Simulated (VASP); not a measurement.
Ba3TeC3:

```xyz
7
Lattice="5.7163 0.0000 0.0000 0.0000 5.7163 0.0000 0.0000 0.0000 5.7163" Properties=species:S:1:pos:R:3 pbc="T T T"
Ba    2.8582    2.8582    0.0000
Ba    0.0000    2.8582    2.8582
Ba    2.8582    0.0000    2.8582
Te    2.8582    2.8582    2.8582
C     2.8582    0.0000    0.0000
C     0.0000    2.8582    0.0000
C     0.0000    0.0000    2.8582
```

The cell was built by a generator and needn't be a form met in nature.

The cell isn't the ideal one: species swapped into the Ce3GaBr3 type (Pm-3m, No. 221).

- Program: VASP 6.6.1
- Task: relaxation of cell and atoms
- Functional: PBE
- Potentials or basis: VASP PAW PBE potentials, release 64 (Ba_sv, Te, C)
- Cutoff: 600 eV
- k mesh: 4 × 4 × 4
- Occupations: gaussian, width 0.1 eV
- Spin: no spin polarisation

At the start: pressure 18.0 GPa; volume 26.68 Å³/atom.

Task: How do energy, volume and symmetry change on relaxing?

Result: Over 3 steps the energy falls by 500.5 meV/atom and the volume is 38.04 Å³/atom (+42.6 %); space group Pm-3m (No. 221, to 0.05 Å).

The path:
```tsv
step	energy change (eV)	largest force (eV/Å)	pressure (GPa)	volume (Å³)
1	0.0000	0.0000	18.04	186.79
2	-3.4551	0.0000	-1.14	280.35
3	-3.5036	0.0000	0.09	266.29
```

Final structure:
```cif
data_structure
_symmetry_space_group_name_H-M 'P 1'
_symmetry_Int_Tables_number 1
_cell_length_a 6.4336
_cell_length_b 6.4336
_cell_length_c 6.4336
_cell_angle_alpha 90.000
_cell_angle_beta 90.000
_cell_angle_gamma 90.000
_cell_volume 266.29
loop_
_atom_site_label
_atom_site_type_symbol
_atom_site_fract_x
_atom_site_fract_y
_atom_site_fract_z
_atom_site_occupancy
Ba1 Ba 0.50000 0.50000 0.00000 1
Ba2 Ba 0.00000 0.50000 0.50000 1
Ba3 Ba 0.50000 0.00000 0.50000 1
Te1 Te 0.50000 0.50000 0.50000 1
C1 C 0.50000 0.00000 0.00000 1
C2 C 0.00000 0.50000 0.00000 1
C3 C 0.00000 0.00000 0.50000 1
```

Caveat: the volume moved by over 15 % at a fixed basis, so the end points are rough.
